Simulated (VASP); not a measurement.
Consider the following.

```
LaO
1.0
    3.10641     0.00000     0.00000
    0.00000     3.10641     0.00000
    0.00000     0.00000     3.10641
La O
1 1
Cartesian
  0.00000   0.00000   0.00000
  1.55321   1.55321   1.55321
```

All values below come from PBEsol GGA, VASP's PBE PAW potentials (set 64) (plane waves; VASP). Run with 520 eV cut-off, Gaussian smearing of 0.050 eV, potentials La O.

Q: Give the energies of bands 6 to 11 at the high-symmetry points, in eV from the Fermi level.

A: 
```json
[
 {"band": "6", "Γ": "-3.98", "X": "-6.60", "M": "-4.74", "R": "-7.51"},
 {"band": "7", "Γ": "-3.98", "X": "-4.96", "M": "-4.74", "R": "-7.51"},
 {"band": "8", "Γ": "-3.98", "X": "-4.96", "M": "-4.41", "R": "-7.51"},
 {"band": "9", "Γ": "-2.49", "X": "-1.28", "M": "-0.23", "R": "1.89"},
 {"band": "10", "Γ": "-2.49", "X": "0.74", "M": "-0.01", "R": "1.89"},
 {"band": "11", "Γ": "1.66", "X": "1.34", "M": "1.59", "R": "1.89"}
]
```

It has no gap at this level: it comes out as a metal or semimetal.

The structure was generated: LaO was put into the CsCl type type (Pm-3m), which need not be its known phase. It was relaxed first, which changed the volume by -33 %. The electron count is odd and the run is not spin-polarised, which forces a metal.
